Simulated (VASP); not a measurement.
Wanted: the native input for a VASP 6.6.1 run.

* Task: single point
* Functional: PBEsol
* Potentials or basis: VASP PAW PBE potentials, release 64 (Cu, Ge_d)
* Cutoff: 350 eV
* k mesh: 2 × 2 × 2
* Occupations: gaussian, width 0.03 eV
* Spin: collinear spin, ferromagnetic start
* Starting moments: [1.0, 0.0, 0.0, 0.0, 0.0, 0.0, 0.0, 0.0, 0.0, 0.0, 0.0, 0.0, 0.0, 0.0, 0.0, 0.0, 0.0, 0.0, 0.0, 0.0, 0.0, 0.0, 0.0, 0.0] μB
* Hubbard terms: Cu d U = 5 eV
* Dq: 0
* Further INCAR settings: LREAL = Auto; ALGO = Normal; EDIFF = 1e-05; NBANDS = 188; ISYM = 0

The structure of CuGe23 (a cell with a defect) lies in POSCAR:

```
CuGe23                                  
1.0
    0.0000000000      8.4863100000      8.4863100000
    5.6575400000      0.0000000000      5.6575400000
    5.6575400000      5.6575400000      0.0000000000
  Cu              Ge            
     1    23
Direct
     0.9975885057383558    0.0013200685922140    0.9991280336280843
     0.9999860719699637    0.0006483010443490    0.4968557468699569
     0.0004226171049755    0.4995243673222325    0.9998479485426147
     0.0007616004037040    0.4974933444133866    0.4982412174324709
     0.3294392615590904    0.0003952183630336    0.0023392596448724
     0.3301846305990067    0.0020676925414540    0.4986163870810476
     0.3299877976388140    0.5000569470556299    0.0039081285662645
     0.3318779222518918    0.4994417443461341    0.5030427555236633
     0.6665127937435201    0.0020466488884931    0.0014577597504498
     0.6645821872244140    0.0002697656708981    0.4956167564512002
     0.6655578909820459    0.4952908992776150    0.0043027721570324
     0.6666571921308820    0.4975290225321957    0.5013575018776794
     0.0802317935514073    0.1207650428035194    0.1183086552049346
     0.0811984510160646    0.1176761655732531    0.6378190129611019
     0.0809625248997484    0.6399129858558619    0.1184406579110330
     0.0812181766065352    0.6257101175833726    0.6248644613144700
     0.4174685346694106    0.1243202505818880    0.1228142527439778
     0.4153098789488016    0.1235380960699303    0.6267008647441503
     0.4162965024731935    0.6245922492800574    0.1271790318420155
     0.4168562531230151    0.6252564259655907    0.6270280456866155
     0.7615628788488668    0.1192373275421511    0.1194712668311576
     0.7493558685217689    0.1213515653358980    0.6250331925138043
     0.7498165190151050    0.6256176108806440    0.1251031555602753
     0.7503291469794167    0.6235441424802185    0.6273751351611276
```

These files were run (other wordings do the same):

INCAR

```
  PREC = Accurate
  ENCUT = 350
  EDIFF = 1E-5
  ISMEAR = 0
  SIGMA = 0.03
  LREAL = Auto
  LASPH = True
  NELM = 120
  ALGO = Normal
  ISIF = 2
  LWAVE = False
  LCHARG = False
  ISPIN = 2
  MAGMOM = 1 0 0 0 0 0 0 0 0 0 0 0 0 0 0 0 0 0 0 0 0 0 0 0
  LORBIT = 11
  LMAXMIX = 4
  LDAU = True
  LDAUTYPE = 2
  LDAUL = 2 -1
  LDAUU = 5 0
  LDAUJ = 0 0
  LDAUPRINT = 1
  GGA = PS
  NBANDS = 188
  ISYM = 0
  KPAR = 2
```

KPOINTS

```
regular mesh
0
Gamma
  2 2 2
```

Potentials or basis: VASP PAW PBE potentials, release 64 (Cu, Ge_d).

Command:

```bash
$ cat potpaw_PBE.64/Cu/POTCAR potpaw_PBE.64/Ge_d/POTCAR > POTCAR
$ mpirun -np 4 vasp_std > vasp.out
```

Results of the run:

| Item | Value |
| --- | --- |
| Largest force | 0.219 eV/Å |
| Band gap on the k mesh | none (metal or under the smearing width) |
| Net moment | 0.06 μB per cell |
| Valence electrons inside the program's atomic spheres | Cu 10.18; Ge 12.38, 12.41, 12.40, 12.35, 12.39 |

Caveat: the k mesh is coarse (spacing up to 0.48 Å⁻¹), so the values aren't converged; the PAW data sets were made with another functional, which shifts forces and pressure a little; the U is typed as a test and isn't derived for this compound.

It took 8 min on 4 MPI ranks on Intel(R) Xeon(R) 6975P-C (Granite Rapids), with other jobs on the host, peak memory 0.58 GiB a rank.
